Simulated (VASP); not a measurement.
OSZICAR of a VASP run on Hf (hcp):

OSZICAR:
```
       N       E                     dE             d eps       ncg     rms          rms(c)
DAV:   1     0.466770896208E+02    0.46677E+02   -0.11848E+04  2144   0.137E+03
DAV:   2    -0.184996671408E+02   -0.65177E+02   -0.64043E+02  2626   0.268E+02
DAV:   3    -0.205398499412E+02   -0.20402E+01   -0.19813E+01  2934   0.305E+01
DAV:   4    -0.205590366456E+02   -0.19187E-01   -0.19190E-01  2418   0.363E+00
DAV:   5    -0.205592981039E+02   -0.26146E-03   -0.26142E-03  2916   0.356E-01    0.657E+01
DAV:   6    -0.200398251552E+02    0.51947E+00   -0.49910E-01  2248   0.548E+00    0.389E+01
DAV:   7    -0.198579280646E+02    0.18190E+00   -0.83728E-01  2292   0.679E+00    0.199E+00
DAV:   8    -0.198483338389E+02    0.95942E-02   -0.55027E-02  2374   0.180E+00    0.213E-01
DAV:   9    -0.198484348246E+02   -0.10099E-03   -0.11364E-03  2968   0.272E-01    0.205E-01
DAV:  10    -0.198484244549E+02    0.10370E-04   -0.73711E-05  2472   0.692E-02    0.338E-01
DAV:  11    -0.198484247439E+02   -0.28896E-06   -0.11614E-05  2680   0.279E-02    0.182E-02
DAV:  12    -0.198484251934E+02   -0.44954E-06   -0.78741E-07  1682   0.747E-03
   1 F= -.19848425E+02 E0= -.19848385E+02  d E =-.120048E-03
```

### Question
Which electronic solver shows in the log?

### Answer
It is blocked Davidson (ALGO = Normal, or the opening steps of other solvers). The INCAR had ALGO = Normal.

### Question
Can the final energy be trusted as converged?

### Answer
Self-consistency was reached. It stopped with EDIFF = 1E-6, NELM = 100 (PBE GGA, plane waves, VASP's PBE PAW potentials (set 64)).

The compound is Hf in the hcp structure. The cell was not relaxed at this level. The run is one of a series of settings (ENCUT = 525 against the base run), some of them coarse on purpose.
